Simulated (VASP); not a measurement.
Computed with PBE GGA, VASP's PBE PAW potentials (set 64) (plane waves; VASP 6.6.1).

A VASP calculation is set up with these files.

### INCAR
```
! general
SYSTEM    =  ZrB2
PREC      =  Accurate
ENCUT     =  400
LREAL     =  .FALSE.
LASPH     =  .TRUE.

! electronic loop
EDIFF     =  1E-8
NELM      =  100
ALGO      =  Normal
LMAXMIX   =  4

! smearing
ISMEAR    =  -1
SIGMA     =  0.136

! functional
GGA       =  PE

! ions
IBRION    =  8
NSW       =  1
ISIF      =  2

! output
LWAVE     =  .FALSE.
LCHARG    =  .FALSE.

! other
LEPSILON  =  .FALSE.
```

KPOINTS:
```
kpoints
0
Gamma
16 16 12
0 0 0
```

### POSCAR
```
ZrB2
1
    3.1675200000     0.0000000000     0.0000000000
   -1.5837600000     2.7431530000     0.0000000000
    0.0000000000     0.0000000000     3.5523900000
Zr B
1 2
Direct
  0.0000000000   0.0000000000   0.0000000000
  0.3333330000   0.6666670000   0.5000000000
  0.6666670000   0.3333330000   0.5000000000
```

POTCAR, in this order: Zr_sv B (PBE.64 set). Program: vasp_std.

The resulting files:

File OSZICAR:
```
...
RMM:   2    -0.705925238918E+00    0.55373E-01   -0.17792E-01  8592   0.310E+00    0.195E-01
RMM:   3    -0.709358675415E+00   -0.34334E-02   -0.42259E-02 10044   0.943E-01    0.623E-02
RMM:   4    -0.712029075191E+00   -0.26704E-02   -0.72886E-03 11627   0.318E-01    0.464E-02
RMM:   5    -0.712250019148E+00   -0.22094E-03   -0.95707E-04 11683   0.115E-01    0.232E-02
RMM:   6    -0.712073844628E+00    0.17617E-03   -0.87920E-05 11848   0.542E-02    0.530E-03
RMM:   7    -0.712141444156E+00   -0.67600E-04   -0.19542E-04 11687   0.257E-02    0.515E-03
RMM:   8    -0.712123325136E+00    0.18119E-04   -0.14556E-04 12238   0.142E-02    0.105E-03
RMM:   9    -0.712130783704E+00   -0.74586E-05   -0.13339E-04 13129   0.826E-03    0.180E-04
RMM:  10    -0.712130619001E+00    0.16470E-06   -0.11720E-04 13693   0.552E-03    0.565E-05
RMM:  11    -0.712132611429E+00   -0.19924E-05   -0.10707E-04 13764   0.401E-03    0.445E-05
RMM:  12    -0.712133015526E+00   -0.40410E-06   -0.97331E-05 13431   0.311E-03    0.221E-05
RMM:  13    -0.712133368083E+00   -0.35256E-06   -0.89637E-05 13650   0.249E-03    0.304E-05
RMM:  14    -0.712133977570E+00   -0.60949E-06   -0.82070E-05 12673   0.207E-03    0.133E-05
RMM:  15    -0.712134365036E+00   -0.38747E-06   -0.75919E-05 13457   0.171E-03    0.123E-05
RMM:  16    -0.712134623814E+00   -0.25878E-06   -0.70191E-05 13376   0.145E-03    0.139E-05
RMM:  17    -0.712134176298E+00    0.44752E-06   -0.65303E-05 11442   0.127E-03    0.442E-05
RMM:  18    -0.712134491784E+00   -0.31549E-06   -0.60452E-05 12159   0.108E-03    0.415E-05
RMM:  19    -0.712134542546E+00   -0.50763E-07   -0.56054E-05 13245   0.937E-04    0.483E-05
RMM:  20    -0.712134426128E+00    0.11642E-06   -0.51824E-05 11899   0.827E-04    0.578E-05
RMM:  21    -0.712135513730E+00   -0.10876E-05   -0.47980E-05 13527   0.797E-04    0.282E-05
RMM:  22    -0.712135667220E+00   -0.15349E-06   -0.44373E-05 12677   0.654E-04    0.264E-05
RMM:  23    -0.712136054880E+00   -0.38766E-06   -0.40963E-05 12551   0.600E-04    0.174E-05
RMM:  24    -0.712136562370E+00   -0.50749E-06   -0.37989E-05 13262   0.550E-04    0.532E-06
RMM:  25    -0.712136656988E+00   -0.94618E-07   -0.35003E-05 12683   0.475E-04    0.468E-06
RMM:  26    -0.712136722638E+00   -0.65650E-07   -0.32520E-05 12984   0.428E-04    0.482E-06
RMM:  27    -0.712136828299E+00   -0.10566E-06   -0.29934E-05 11987   0.394E-04    0.293E-06
RMM:  28    -0.712136861263E+00   -0.32965E-07   -0.27904E-05 12681   0.356E-04    0.447E-06
RMM:  29    -0.712136861441E+00   -0.17780E-09   -0.25594E-05 11906   0.327E-04    0.577E-06
RMM:  30    -0.712136880186E+00   -0.18745E-07   -0.24082E-05 10835   0.302E-04    0.877E-06
RMM:  31    -0.712136857634E+00    0.22553E-07   -0.21976E-05  9102   0.279E-04    0.105E-05
RMM:  32    -0.712136874069E+00   -0.16435E-07   -0.20393E-05  9374   0.259E-04    0.120E-05
RMM:  33    -0.712136870843E+00    0.32254E-08   -0.18730E-05  8811   0.241E-04    0.134E-05
RMM:  34    -0.712136881296E+00   -0.10453E-07   -0.17339E-05  9389   0.226E-04    0.147E-05
RMM:  35    -0.712136888022E+00   -0.67260E-08   -0.16021E-05  8591   0.211E-04    0.159E-05
RMM:  36    -0.712136898612E+00   -0.10590E-07   -0.14838E-05  8767   0.199E-04    0.171E-05
RMM:  37    -0.712136920578E+00   -0.21966E-07   -0.13890E-05  8017   0.187E-04    0.183E-05
RMM:  38    -0.712136910053E+00    0.10525E-07   -0.12694E-05  7895   0.176E-04    0.195E-05
RMM:  39    -0.712136929533E+00   -0.19480E-07   -0.11900E-05  7623   0.167E-04    0.206E-05
RMM:  40    -0.712136919105E+00    0.10427E-07   -0.10871E-05  7474   0.158E-04    0.216E-05
 Linear response progress:
  Degree of freedom:   3/  4
       N       E                     dE             d eps       ncg     rms          rms(c)
RMM:   1    -0.474846947180E-01   -0.47485E-01   -0.21496E-02 55487   0.117E+00
RMM:   2    -0.424794689424E-01    0.50052E-02   -0.35477E-03 46378   0.299E-01    0.149E-01
RMM:   3    -0.425352385824E-01   -0.55770E-04   -0.84272E-04 44924   0.147E-01    0.780E-02
RMM:   4    -0.430314623788E-01   -0.49622E-03   -0.50777E-04 44770   0.118E-01    0.101E-02
RMM:   5    -0.430334698488E-01   -0.20075E-05   -0.11496E-04 53925   0.376E-02    0.310E-03
RMM:   6    -0.430351765282E-01   -0.17067E-05   -0.26214E-05 58360   0.147E-02    0.197E-03
RMM:   7    -0.430342876159E-01    0.88891E-06   -0.69621E-06 54274   0.784E-03    0.699E-04
RMM:   8    -0.430355000916E-01   -0.12125E-05   -0.34321E-06 59038   0.413E-03    0.240E-04
RMM:   9    -0.430351768607E-01    0.32323E-06   -0.11841E-06 60219   0.214E-03    0.110E-04
RMM:  10    -0.430359168826E-01   -0.74002E-06   -0.79061E-07 60179   0.122E-03    0.338E-05
RMM:  11    -0.430358203245E-01    0.96558E-07   -0.32516E-07 61303   0.695E-04    0.178E-05
RMM:  12    -0.430358877107E-01   -0.67386E-07   -0.32052E-07 62767   0.409E-04    0.138E-05
RMM:  13    -0.430359188121E-01   -0.31101E-07   -0.12935E-07 61684   0.245E-04    0.972E-06
RMM:  14    -0.430360074068E-01   -0.88595E-07   -0.13782E-07 55202   0.174E-04    0.239E-05
RMM:  15    -0.430359202546E-01    0.87152E-07   -0.67320E-08 54073   0.122E-04    0.906E-06
RMM:  16    -0.430359390760E-01   -0.18821E-07   -0.66321E-08 60005   0.728E-05    0.437E-06
RMM:  17    -0.430359423655E-01   -0.32895E-08   -0.32500E-08 63081   0.475E-05    0.418E-06
 Linear response progress:
  Degree of freedom:   4/  4
       N       E                     dE             d eps       ncg     rms          rms(c)
RMM:   1    -0.470343989593E-01   -0.47034E-01   -0.10579E-03 18735   0.124E+00
RMM:   2    -0.443757043956E-01    0.26587E-02   -0.27335E-03 15636   0.288E-01    0.144E-01
RMM:   3    -0.443997184212E-01   -0.24014E-04   -0.10918E-03 15249   0.175E-01    0.746E-02
RMM:   4    -0.448229176314E-01   -0.42320E-03   -0.44434E-04 15955   0.110E-01    0.192E-02
RMM:   5    -0.448926280596E-01   -0.69710E-04   -0.85175E-05 17630   0.439E-02    0.576E-03
RMM:   6    -0.449083903207E-01   -0.15762E-04   -0.27442E-05 18233   0.190E-02    0.115E-03
RMM:   7    -0.448962050358E-01    0.12185E-04    0.12771E-05 18642   0.863E-03    0.379E-04
RMM:   8    -0.448989308094E-01   -0.27258E-05    0.16434E-05 18483   0.474E-03    0.221E-04
RMM:   9    -0.448976388040E-01    0.12920E-05    0.12312E-05 19159   0.249E-03    0.717E-05
RMM:  10    -0.448984364854E-01   -0.79768E-06    0.10462E-05 19910   0.140E-03    0.402E-05
RMM:  11    -0.448982721713E-01    0.16431E-06    0.89638E-06 20295   0.758E-04    0.897E-06
RMM:  12    -0.448982535910E-01    0.18580E-07    0.63802E-06 20568   0.424E-04    0.128E-05
RMM:  13    -0.448982392952E-01    0.14296E-07    0.58266E-06 20545   0.244E-04    0.788E-06
RMM:  14    -0.448982305331E-01    0.87621E-08    0.36151E-06 20710   0.144E-04    0.853E-06
RMM:  15    -0.448982154007E-01    0.15132E-07    0.33864E-06 19625   0.901E-05    0.373E-06
RMM:  16    -0.448982135046E-01    0.18961E-08    0.21057E-06 19813   0.574E-05    0.278E-06
RMM:  17    -0.448982100913E-01    0.34133E-08    0.19233E-06 19346   0.367E-05    0.223E-06
RMM:  18    -0.448982070242E-01    0.30671E-08    0.13138E-06 17898   0.248E-05    0.213E-06
RMM:  19    -0.448982049570E-01    0.20672E-08    0.11295E-06 16561   0.180E-05    0.178E-06
RMM:  20    -0.448982008054E-01    0.41517E-08    0.84082E-07 17024   0.143E-05    0.115E-06
RMM:  21    -0.448981977028E-01    0.31025E-08    0.67208E-07 16560   0.118E-05    0.574E-07
RMM:  22    -0.448981976610E-01    0.41821E-10    0.52698E-07 14045   0.993E-06    0.655E-07
RMM:  23    -0.448981963806E-01    0.12804E-08    0.40004E-07 14082   0.903E-06    0.406E-07
RMM:  24    -0.448981956083E-01    0.77232E-09    0.31963E-07 13847   0.844E-06    0.317E-07
RMM:  25    -0.448981953002E-01    0.30807E-09    0.23932E-07 12895   0.801E-06    0.253E-07
RMM:  26    -0.448981947595E-01    0.54076E-09    0.19145E-07 12844   0.780E-06    0.166E-07
RMM:  27    -0.448981943787E-01    0.38075E-09    0.14567E-07 12614   0.765E-06    0.718E-08
 Linear response finished
```

OUTCAR:
```
------------------------ aborting loop because EDIFF is reached ----------------------------------------

   1 f  =   23.126433 THz   145.307664 2PiTHz  771.414767 cm-1    95.643198 meV
             X         Y         Z           dx          dy          dz
      0.000000  0.000000  0.000000     0.000000    0.000000    0.000000
     -0.000002  1.828770  1.776195     0.000000   -0.707107   -0.000000
      1.583762  0.914383  1.776195    -0.000000    0.707107    0.000000

   2 f  =   23.126431 THz   145.307652 2PiTHz  771.414707 cm-1    95.643191 meV
             X         Y         Z           dx          dy          dz
      0.000000  0.000000  0.000000    -0.000000    0.000000    0.000000
     -0.000002  1.828770  1.776195     0.707107    0.000000   -0.000000
      1.583762  0.914383  1.776195    -0.707107   -0.000000    0.000000

   3 f  =   16.571935 THz   104.124539 2PiTHz  552.780251 cm-1    68.535985 meV
             X         Y         Z           dx          dy          dz
      0.000000  0.000000  0.000000     0.000000   -0.000000   -0.000000
     -0.000002  1.828770  1.776195    -0.000000    0.000000   -0.707107
      1.583762  0.914383  1.776195    -0.000000    0.000000    0.707107

   4 f  =   13.935183 THz    87.557339 2PiTHz  464.827680 cm-1    57.631261 meV
             X         Y         Z           dx          dy          dz
      0.000000  0.000000  0.000000     0.000000   -0.000000    0.437836
     -0.000002  1.828770  1.776195    -0.000000    0.000000   -0.635728
      1.583762  0.914383  1.776195    -0.000000    0.000000   -0.635728

   5 f  =   13.421756 THz    84.331381 2PiTHz  447.701596 cm-1    55.507899 meV
             X         Y         Z           dx          dy          dz
      0.000000  0.000000  0.000000    -0.000000   -0.437986   -0.000000
     -0.000002  1.828770  1.776195     0.000000    0.635676    0.000000
      1.583762  0.914383  1.776195     0.000000    0.635676    0.000000

   6 f  =   13.421755 THz    84.331375 2PiTHz  447.701561 cm-1    55.507894 meV
             X         Y         Z           dx          dy          dz
      0.000000  0.000000  0.000000     0.437986   -0.000000   -0.000000
     -0.000002  1.828770  1.776195    -0.635676    0.000000    0.000000
      1.583762  0.914383  1.776195    -0.635676    0.000000    0.000000

   7 f/i=    0.001664 THz     0.010453 2PiTHz    0.055491 cm-1     0.006880 meV
             X         Y         Z           dx          dy          dz
      0.000000  0.000000  0.000000    -0.000000    0.000000    0.899055
     -0.000002  1.828770  1.776195    -0.000000    0.000000    0.309597
      1.583762  0.914383  1.776195    -0.000000    0.000000    0.309597

   8 f/i=    0.003844 THz     0.024155 2PiTHz    0.128234 cm-1     0.015899 meV
             X         Y         Z           dx          dy          dz
      0.000000  0.000000  0.000000    -0.898973   -0.003944   -0.000000
     -0.000002  1.828770  1.776195    -0.309700   -0.001359   -0.000000
      1.583762  0.914383  1.776195    -0.309700   -0.001359   -0.000000

   9 f/i=    0.003844 THz     0.024155 2PiTHz    0.128234 cm-1     0.015899 meV
             X         Y         Z           dx          dy          dz
      0.000000  0.000000  0.000000    -0.003944    0.898973   -0.000000
     -0.000002  1.828770  1.776195    -0.001359    0.309700   -0.000000
      1.583762  0.914383  1.776195    -0.001359    0.309700   -0.000000

 ELASTIC MODULI CONTR FROM IONIC RELAXATION (kBar)
 Direction    XX          YY          ZZ          XY          YZ          ZX
 --------------------------------------------------------------------------------
 XX         -16.3005     16.3005      0.0000     -0.0000      0.0000      0.0000
 YY          16.3005    -16.3005      0.0000      0.0000     -0.0000     -0.0000
 ZZ           0.0000      0.0000      0.0000      0.0000      0.0000      0.0000
 XY          -0.0000      0.0000      0.0000    -16.3005      0.0000      0.0000
 YZ           0.0000     -0.0000      0.0000      0.0000     -0.0000     -0.0000
 ZX           0.0000     -0.0000      0.0000      0.0000     -0.0000     -0.0000
 --------------------------------------------------------------------------------
```
(Selected blocks of OUTCAR.)

OUTCAR:
```
 val. band max:       10.4731876876   @ k =   0.0625   0.0625   0.5000

 cond. band min:      10.4838442822   @ k =   0.1875   0.1875   0.0833


 Fermi energy:        10.4742693275

 k-point     1 :       0.0000    0.0000    0.0000
  band No.  band energies     occupation
      1     -38.1702      2.00000
      2     -16.3597      2.00000
      3     -15.7986      2.00000
      4     -15.7986      2.00000
      5      -2.2366      2.00000
      6       7.8898      2.00000
      7       7.9024      2.00000
      8       7.9025      2.00000
      9       8.0828      2.00000
     10      13.8690      0.00000
     11      13.8690      0.00000
     12      14.5890      0.00000
     13      14.5890      0.00000

 k-point     2 :       0.0625    0.0000    0.0000
  band No.  band energies     occupation
      1     -38.1658      2.00000
      2     -16.3532      2.00000
      3     -15.8369      2.00000
      4     -15.8069      2.00000
      5      -2.1582      2.00000
      6       7.6641      2.00000
      7       7.9039      2.00000
      8       7.9684      2.00000
      9       7.9962      2.00000
     10      13.8189      0.00000
     11      13.9969      0.00000
     12      14.0790      0.00000
     13      14.2580      0.00000

 k-point     3 :       0.1250    0.0000    0.0000
  band No.  band energies     occupation
      1     -38.1532      2.00000
      2     -16.3345      2.00000
      3     -15.9451      2.00000
      4     -15.8305      2.00000
      5      -1.9284      2.00000
      6       7.0499      2.00000
      7       7.7703      2.00000
      8       7.8964      2.00000
      9       8.1737      2.00000
     10      13.3042      0.00000
     11      13.6810      0.00000
     12      13.8920      0.00000
     13      14.2816      0.00000

 k-point     4 :       0.1875    0.0000    0.0000
  band No.  band energies     occupation
      1     -38.1344      2.00000
      2     -16.3064      2.00000
      3     -16.1035      2.00000
...
```

At this cut-off the stress carries a Pulay error, which pulls relaxed volumes low.

The structure comes from a computed database's ZrB2 entry; how it stands against other phases isn't given here. The cell was not relaxed at this level. The run is one of a series of settings (EDIFF = 1E-8, IBRION = 8, LEPSILON = .FALSE., NSW = 1 against the base run), some of them coarse on purpose.
